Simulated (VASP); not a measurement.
Input:

```yaml
crystal:
  lattice:
    - [1.72826, -2.99344, 0.00000]
    - [1.72826, 2.99344, 0.00000]
    - [0.00000, 0.00000, 5.37370]
  atoms:
    - { symbol: Lu, position: [0.33333, 0.66667, 0.25000] }
    - { symbol: Lu, position: [0.66667, 0.33333, 0.75000] }
```

Method: PBEsol GGA, VASP's PBE PAW potentials (set 64) (plane waves; VASP). Settings: 480 eV cut-off, 12×12×6 Γ-centred mesh, first-order Methfessel-Paxton smearing of 0.10 eV, potentials Lu_3.

Each relaxation starts from this cell; other phases were not tried.

### Question
The cell is relaxed at 1 GPa. What happens?

### Answer
The volume per atom goes from 27.80 to 27.32 Å³ (-1.7 %), and the cell becomes a = 3.440 Å, b = 3.440 Å, c = 5.332 Å, α = 90.00°, β = 90.00°, γ = 120.00°, space group P6_3/mmc.

### Question
The cell is relaxed at 2 GPa. What happens?

### Answer
The volume per atom goes from 27.80 to 26.85 Å³ (-3.4 %), and the cell becomes a = 3.4214 Å, b = 3.4214 Å, c = 5.2979 Å, α = 90.00°, β = 90.00°, γ = 120.00°, space group P6_3/mmc.

Failed runs are left out, and for metals the shear rows, which the mesh's noise covers.

The compound is Lu in the hcp structure.
